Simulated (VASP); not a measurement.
Input of a VASP 6.6.1 run:

Contents of INCAR:

```
SYSTEM = AlN
PREC = Accurate
ENCUT = 520
EDIFF = 1E-7
ISMEAR = 0
SIGMA = 0.1
LREAL = .False.
LASPH = .True.
NELM = 80
ALGO = Fast
ISIF = 2
LWAVE = .False.
LCHARG = .False.
GGA = PE
NBANDS = 16
```

KPOINTS

```
Automatic mesh
0
Gamma
  6 6 4
  0 0 0
```

The input POSCAR:

```
AlN
1.0
    3.1130000000      0.0000000000      0.0000000000
   -1.5565000000      2.6959370820      0.0000000000
    0.0000000000      0.0000000000      4.9810000000
Al N
2 2
Direct
    0.3333333333      0.6666666667      0.0000000000
    0.6666666667      0.3333333333      0.5000000000
    0.3333333333      0.6666666667      0.3800000000
    0.6666666667      0.3333333333      0.8800000000
```

Potentials or basis: VASP PAW PBE potentials, release 64 (Al, N).

Launch:

```bash
$ cat potpaw_PBE.64/Al/POTCAR potpaw_PBE.64/N/POTCAR > POTCAR
$ mpirun -np 1 vasp_std > vasp.out
```

Estimate the pressure.

3.4 GPa.

Estimate the largest force.

0.130 eV/Å.

What does it give for the band gap on the k mesh?

4.22 eV, direct.

Forces in eV/Å, atoms in the order of the input:
```
Al   0.000  0.000 -0.130
Al   0.000  0.000 -0.130
N    0.000  0.000  0.130
N    0.000  0.000  0.130
```

**The experiment to reproduce.**

“Structural and optical properties of self-assembled AlN nanowires grown on SiO2/Si substrates by molecular beam epitaxy”, 2024, arxiv:2402.00216 quotes, for a bulk crystal of AlN at 0 K: band gap 6.0343 eV (an exciton energy, a little under the gap).

Against the measured gap of AlN, 6.0343 eV (an exciton energy, a little under the gap; 0 K; quoted in “Structural and optical properties of self-assembled AlN nanowires grown on SiO2/Si substrates by molecular beam epitaxy”, 2024, arxiv:2402.00216), the calculated 4.22 eV is off by -1.81 eV. 2 values of this kind are on record (6.034 to 6.0343 eV); this one was drawn at random. The value is that of PBE, without temperature or zero-point motion. Semilocal functionals fall short of measured gaps as a rule.
